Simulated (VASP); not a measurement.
OSZICAR of a VASP run on InBi (space group F-43m):

**OSZICAR**
```
       N       E                     dE             d eps       ncg     rms          rms(c)
DAV:   1     0.208020030621E+03    0.20802E+03   -0.11145E+04   576   0.129E+03
DAV:   2     0.873042913014E+01   -0.19929E+03   -0.19722E+03   582   0.362E+02
DAV:   3    -0.675588719099E+01   -0.15486E+02   -0.15382E+02   680   0.128E+02
DAV:   4    -0.722079869934E+01   -0.46491E+00   -0.46455E+00   634   0.243E+01
DAV:   5    -0.725261422741E+01   -0.31816E-01   -0.31814E-01   866   0.507E+00    0.312E+00
DAV:   6    -0.716978592251E+01    0.82828E-01   -0.14632E-01   748   0.561E+00    0.168E+00
DAV:   7    -0.714984703545E+01    0.19939E-01   -0.63658E-02   844   0.286E+00    0.353E-01
DAV:   8    -0.714943134923E+01    0.41569E-03   -0.72392E-03   688   0.119E+00    0.127E-01
DAV:   9    -0.714978006150E+01   -0.34871E-03   -0.63125E-04   742   0.253E-01    0.454E-02
DAV:  10    -0.714980751076E+01   -0.27449E-04   -0.51357E-05   692   0.675E-02    0.157E-02
DAV:  11    -0.714982028060E+01   -0.12770E-04   -0.16170E-05   590   0.330E-02    0.646E-03
DAV:  12    -0.714982115400E+01   -0.87340E-06   -0.18598E-06   532   0.119E-02
   1 F= -.71498212E+01 E0= -.71489984E+01  d E =-.164543E-02
```

Which electronic solver shows in the log?

It is blocked Davidson (ALGO = Normal, or the opening steps of other solvers). The INCAR had ALGO = Normal.

Can the final energy be trusted as converged?

The run converged. It stopped with EDIFF = 1E-6, NELM = 100 (PBEsol GGA, plane waves, VASP's PBE PAW potentials (set 64)).

The structure comes from a computed database's InBi entry (F-43m); how it stands against other phases isn't given here. The cell was not relaxed at this level, and its volume differs by -5.9 % from the start's.
